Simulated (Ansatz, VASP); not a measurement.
**Rb3LuBe2: VASP beside Ansatz**

INCAR

```
  PREC = Accurate
  ENCUT = 520
  EDIFF = 1E-6
  ISMEAR = 0
  SIGMA = 0.1
  LREAL = False
  LASPH = True
  NELM = 100
  ALGO = Normal
  ISIF = 2
  LWAVE = False
  LCHARG = True
  GGA = PE
  LELF = True
  LVHAR = True
  NBANDS = 37
```

KPOINTS

```
regular mesh
0
Gamma
  3 3 4
```

POSCAR

```
Rb3LuBe2
1.0
    6.5889692400      0.0000000000      0.0000000000
   -3.2944846200      5.7062147500      0.0000000000
    0.0000000000      0.0000000000      4.5326483500
Rb Lu Be
3 1 2
Direct
    0.5000000000      0.0000000000      0.5000000000
    0.0000000000      0.5000000000      0.5000000000
    0.5000000000      0.5000000000      0.5000000000
    0.0000000000      0.0000000000      0.0000000000
    0.3333333300      0.6666666700      0.0000000000
    0.6666666700      0.3333333300      0.0000000000
```

Input for Ansatz:

```yaml
crystal:
  lattice:
    - [6.58896924, 0.0, 0.0]
    - [-3.29448462, 5.70621475, 0.0]
    - [0.0, 0.0, 4.53264835]
  atoms:
    - { symbol: Rb, position: [0.5, 0.0, 0.5] }
    - { symbol: Rb, position: [0.0, 0.5, 0.5] }
    - { symbol: Rb, position: [0.5, 0.5, 0.5] }
    - { symbol: Lu, position: [0.0, 0.0, 0.0] }
    - { symbol: Be, position: [0.33333333, 0.66666667, 0.0] }
    - { symbol: Be, position: [0.66666667, 0.33333333, 0.0] }
basis:
  ecutwfc: 420
kpoints:
  mp_grid: { grid: [3, 3, 4] }
hamiltonian:
  xc: pbe
scf:
  occupations: { method: gaussian, width: 0.1 }
  lower_state_search: "off"
output:
  forces: true
  stress: true
  eigenvalues: true
```

Alike in both runs: task single point; functional PBE; k mesh 3 × 3 × 4; occupations gaussian, width 0.1 eV; no spin polarisation.

```csv
,VASP,Ansatz
version,VASP 6.6.1,Ansatz 0.2.0
potentials or method,"VASP PAW PBE potentials, release 64 (Rb_sv, Lu, Be)","scalar-relativistic, plane waves, PAW"
plane-wave cutoff (eV),520,420
valence electrons in the cell,56,56
```

VASP gave:

| Quantity | Value |
| --- | --- |
| gap on the k mesh at the Fermi level (eV) | none |
| pressure (GPa) | 6.7 |
| largest component of the traceless stress (GPa) | 4.34 |

What did Ansatz give for the same quantities?

gap on the k mesh at the Fermi level (eV): none; pressure (GPa): 6.6; largest component of the traceless stress (GPa): 4.36.

A gap of «none» marks a metal or a gap that the smearing closes. The functional is the same, so the differences come from potentials, cutoffs and numerics.

Caveats: the k mesh is coarse (spacing up to 0.37 Å⁻¹), so the values aren't converged. The runs have no spin-orbit coupling, so splittings on Lu are missing.
